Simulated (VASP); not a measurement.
Given:

```
CELL_PARAMETERS angstrom
      4.08424    -2.27258    -0.02563
      4.08424     2.27258    -0.02563
      2.84316     0.00000     3.70982
ATOMIC_POSITIONS crystal
  Bi 0.23592 0.23592 0.23592
  Bi 0.76408 0.76408 0.76408
```

Calculation: SCAN meta-GGA, VASP's PBE PAW potentials (set 64) (plane waves; VASP). Numerical set-up: 520 eV cut-off, 8×8×8 Γ-centred mesh, tetrahedra with Blöchl corrections, potentials Bi_d.

Give the energies of bands 13 to 18 at the high-symmetry points, in eV from the Fermi level.

| band | Γ | T | H2 | L | S0 | F |
|---|---|---|---|---|---|---|
| 13 | -1.49 | -0.86 | -4.27 | -1.10 | -4.57 | -4.91 |
| 14 | -1.35 | -0.55 | -4.17 | -1.08 | -2.55 | -3.15 |
| 15 | -1.35 | -0.55 | -0.26 | -0.19 | -2.52 | -3.11 |
| 16 | 2.75 | 0.52 | 0.76 | -0.05 | 3.25 | 2.86 |
| 17 | 3.14 | 0.52 | 5.49 | 0.58 | 3.30 | 5.21 |
| 18 | 3.14 | 0.93 | 5.50 | 0.90 | 5.28 | 5.74 |

It has no gap at this level: it comes out as a metal or semimetal.

The compound is Bi in the a7 structure. It was relaxed first.
